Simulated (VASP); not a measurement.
VASP input:

POSCAR:
```
HgTe
1
    0.0000000000     3.3648734900     3.3648734900
    3.3648734900    -0.0000000000     3.3648734900
    3.3648734900     3.3648734900    -0.0000000000
Hg Te
1 1
Direct
  0.0000000000   0.0000000000   0.0000000000
  0.2500000000   0.2500000000   0.2500000000
```

INCAR:
```
ALGO = Normal
EDIFF = 1E-6
EDIFFG = -0.01
ENCUT = 520
GGA = RE
IBRION = 2
ISIF = 3
ISMEAR = 1
LASPH = .TRUE.
LCHARG = .FALSE.
LMAXMIX = 6
LREAL = .FALSE.
LWAVE = .FALSE.
NELM = 100
NSW = 60
PREC = Accurate
SIGMA = 0.1
SYSTEM = HgTe
```

KPOINTS:
```
Automatic mesh
0
Gamma
9 9 9
0 0 0
```

POTCAR, in this order: Hg Te (PBE.64 set). Program: vasp_std.

Translate this revPBE calculation to Quantum ESPRESSO's pw.x.

One equivalent input (not run):
```
&CONTROL
  calculation = 'vc-relax'
  pseudo_dir = './pseudo'
  outdir = './out'
  tprnfor = .true.
  tstress = .true.
  nstep = 60
  forc_conv_thr = 0.00039
/
&SYSTEM
  ibrav = 0
  nat = 2
  ntyp = 2
  ecutwfc = 82.3
  occupations = 'smearing'
  smearing = 'methfessel-paxton'
  degauss = 0.00735
  input_dft = 'revpbe'
/
&ELECTRONS
  conv_thr = 7.3e-08
  electron_maxstep = 100
/
&IONS
/
&CELL
/
ATOMIC_SPECIES
  Hg 200.592 Hg.upf
  Te 127.600 Te.upf
CELL_PARAMETERS angstrom
     0.0000000    3.3648735    3.3648735
     3.3648735   -0.0000000    3.3648735
     3.3648735    3.3648735   -0.0000000
ATOMIC_POSITIONS crystal
  Hg   0.0000000  0.0000000  0.0000000
  Te   0.2500000  0.2500000  0.2500000
K_POINTS automatic
  9 9 9 0 0 0
```
Limits of the translation: the potentials are each code's own (VASP's PAW set, PseudoDojo norm-conserving files in pw.x), so ENCUT and ecutwfc are chosen apart and not converted; conv_thr bounds pw.x's estimated SCF error, while EDIFF bounds the energy change between steps; forc_conv_thr acts on force components and is met together with etot_conv_thr.

The compound is HgTe in the zinc blende structure. It was relaxed first, which changed the volume by +13 %. The start is the result of an earlier pass.
